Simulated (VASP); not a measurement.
Runs of VASP 6.6.1 on InSe. It takes space group P6_3/mmc (No. 194, hexagonal). Conventional cell: a = 4.032 Å, b = 4.032 Å, c = 16.747 Å, α = 90.00°, β = 90.00°, γ = 120.00°. In (site symmetry 3m) has 3 Se at 2.66 Å and 1 In at 2.79 Å as nearest neighbours. Se (site symmetry 3m) is surrounded by 3 In at 2.66 Å. The cell was built by a generator and needn't be a form met in nature.

| task | level | potentials or basis | k mesh | grid for exact exchange (PRECFOCK) | screening parameter | mesh quality | gap on the mesh (eV) | pressure (GPa) | largest force (eV/Å) |
| --- | --- | --- | --- | --- | --- | --- | --- | --- | --- |
| optical spectrum | PBE | VASP PAW PBE potentials, release 64 (In_d, Se) | 12 × 12 × 2 | - | - | not flagged | 0.35 | 1.8 | 0.02 |
| single point | LDA | VASP PAW LDA potentials, release 64 (In_d, Se) | 12 × 12 × 2 | - | - | not flagged | 0.16 | (a) | 0.30 |
| band structure | LDA | VASP PAW LDA potentials, release 64 (In_d, Se) | 12 × 12 × 2 | - | - | not flagged | 0.16 | - | - |
| single point | TB-mBJ | VASP PAW PBE potentials, release 64 (In_d, Se) | 12 × 12 × 2 | - | - | not flagged | 1.16 | - | - |
| band structure | PBE | VASP PAW PBE potentials, release 64 (In_d, Se) | 12 × 12 × 2 | - | - | not flagged | 0.35 | - | - |
| single point | PBE | VASP PAW PBE potentials, release 64 (In_d, Se) | 12 × 12 × 2 | - | - | not flagged | 0.35 | 1.7 | 0.02 |
| single point | HSE06 | VASP PAW PBE potentials, release 64 (In_d, Se) | 2 × 2 × 1 | Normal | 0.2 1/A | coarse | (b) | 1.8 | 0.14 |
| single point | HSE06 | VASP PAW PBE potentials, release 64 (In_d, Se) | 3 × 3 × 1 | Fast | 0.2 1/A | coarse | (c) | 0.5 | 0.33 |

Alike in all rows: no spin polarisation; cell as given; cutoff (eV) 400; smearing gaussian 0.02 eV.

Q: Fill in the values left out.

A: (a) -2.4; (b) 1.13; (c) 1.12.

Caveats: some runs use coarse meshes; spin-orbit coupling is left out, which moves the levels of the heavy elements; this functional lacks dispersion, which binds the layers, so the pressure and a relaxed spacing across them are unreliable (some runs); the PAW data sets were made with another functional, which shifts forces and pressure a little (some runs); an odd mesh through Γ misses points on the zone boundary, where band edges often lie (some runs).

A k mesh can miss the band edges, and the runs leave out spin-orbit coupling on In, Se.

Not every run made on this cell is shown here.
